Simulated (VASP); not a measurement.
OSZICAR of a VASP run on CdS (zinc blende):

OSZICAR:
```
       N       E                     dE             d eps       ncg     rms          rms(c)
DAV:   1     0.300027594359E+03    0.30003E+03   -0.10955E+00   416   0.140E+01    0.510E+00
DAV:   2     0.299597186898E+03   -0.43041E+00   -0.24508E+00   416   0.168E+01    0.178E+01
DAV:   3     0.299262910252E+03   -0.33428E+00   -0.11434E-01   461   0.285E+00    0.208E+01
DAV:   4     0.299512351285E+03    0.24944E+00   -0.31925E-02   416   0.222E+00    0.169E+01
DAV:   5     0.300244781524E+03    0.73243E+00   -0.20426E-01   416   0.359E+00    0.114E+01
DAV:   6     0.300566526851E+03    0.32175E+00   -0.29770E-02   416   0.154E+00    0.951E+00
DAV:   7     0.300633366655E+03    0.66840E-01   -0.23429E-02   416   0.124E+00    0.933E+00
DAV:   8     0.301132048098E+03    0.49868E+00   -0.53387E-02   416   0.257E+00    0.256E+00
DAV:   9     0.301578353106E+03    0.44631E+00   -0.80864E-02   416   0.274E+00    0.347E-01
DAV:  10     0.301604674150E+03    0.26321E-01   -0.97599E-03   416   0.968E-01    0.254E-01
DAV:  11     0.301556270356E+03   -0.48404E-01   -0.25412E-03   426   0.456E-01    0.299E-01
DAV:  12     0.301541810483E+03   -0.14460E-01   -0.30701E-03   416   0.492E-01    0.221E-01
DAV:  13     0.301576609950E+03    0.34799E-01   -0.56513E-04   451   0.234E-01    0.352E-01
DAV:  14     0.301576094058E+03   -0.51589E-03   -0.11648E-04   416   0.125E-01    0.262E-01
DAV:  15     0.301559498910E+03   -0.16595E-01   -0.76559E-05   416   0.871E-02    0.108E-01
DAV:  16     0.301553476679E+03   -0.60222E-02   -0.28044E-05   421   0.545E-02    0.157E-01
DAV:  17     0.301548080407E+03   -0.53963E-02   -0.80165E-06   421   0.297E-02    0.872E-02
DAV:  18     0.301542996815E+03   -0.50836E-02   -0.46571E-06   426   0.206E-02    0.344E-02
DAV:  19     0.301542510429E+03   -0.48639E-03   -0.14962E-06   333   0.119E-02    0.233E-02
DAV:  20     0.301541380501E+03   -0.11299E-02   -0.61858E-07   288   0.939E-03    0.244E-03
DAV:  21     0.301541952752E+03    0.57225E-03   -0.54261E-07   288   0.848E-03    0.105E-02
DAV:  22     0.301540996629E+03   -0.95612E-03   -0.32044E-07   273   0.686E-03    0.653E-03
DAV:  23     0.301541347038E+03    0.35041E-03   -0.96259E-08   213   0.397E-03    0.175E-03
DAV:  24     0.301541159038E+03   -0.18800E-03   -0.30693E-08   223   0.215E-03    0.177E-03
DAV:  25     0.301541266799E+03    0.10776E-03   -0.55502E-09   223   0.995E-04    0.161E-04
DAV:  26     0.301541249134E+03   -0.17666E-04   -0.10977E-09   223   0.416E-04    0.632E-04
DAV:  27     0.301541287773E+03    0.38640E-04   -0.34572E-10   223   0.240E-04    0.350E-04
DAV:  28     0.301541295445E+03    0.76716E-05   -0.12988E-10   223   0.145E-04    0.495E-04
DAV:  29     0.301541318568E+03    0.23123E-04   -0.20709E-10   223   0.156E-04    0.215E-04
DAV:  30     0.301541324222E+03    0.56544E-05   -0.54929E-11   223   0.826E-05    0.165E-04
DAV:  31     0.301541326668E+03    0.24463E-05   -0.11908E-11   223   0.380E-05    0.184E-04
DAV:  32     0.301541330263E+03    0.35943E-05   -0.62656E-12   223   0.201E-05    0.130E-04
DAV:  33     0.301541334185E+03    0.39229E-05   -0.40957E-13   223   0.194E-05    0.688E-05
DAV:  34     0.301541337120E+03    0.29342E-05    0.14235E-12   223   0.135E-05    0.317E-05
DAV:  35     0.301541338169E+03    0.10490E-05   -0.37387E-12   223   0.921E-06    0.243E-05
DAV:  36     0.301541339982E+03    0.18129E-05   -0.65819E-14   223   0.782E-06    0.798E-07
DAV:  37     0.301541340120E+03    0.13856E-06   -0.70356E-12   223   0.570E-06
   1 F= 0.30154134E+03 E0= 0.30154134E+03  d E =-.340445E-12
       N       E                     dE             ncg
       N       E                     dE             ncg
       N       E                     dE             ncg
       N       E                     dE             ncg
       N       E                     dE             ncg
```

Question: Which electronic solver shows in the log?

Answer: It is blocked Davidson (ALGO = Normal, or the opening steps of other solvers). The INCAR had ALGO = Normal.

Question: Can the final energy be trusted as converged?

Answer: The calculation finished and met its thresholds. It stopped with EDIFF = 1E-6, NELM = 200 (modified Becke-Johnson potential (mBJ), plane waves, VASP's PBE PAW potentials (set 64)). mBJ is a potential without an energy functional, so only the levels count.

The compound is CdS in the zinc blende structure, a metastable form; wurtzite is the usual one. It was relaxed first, which changed the volume by +6 %. The cell's shape comes from a PBE relaxation.
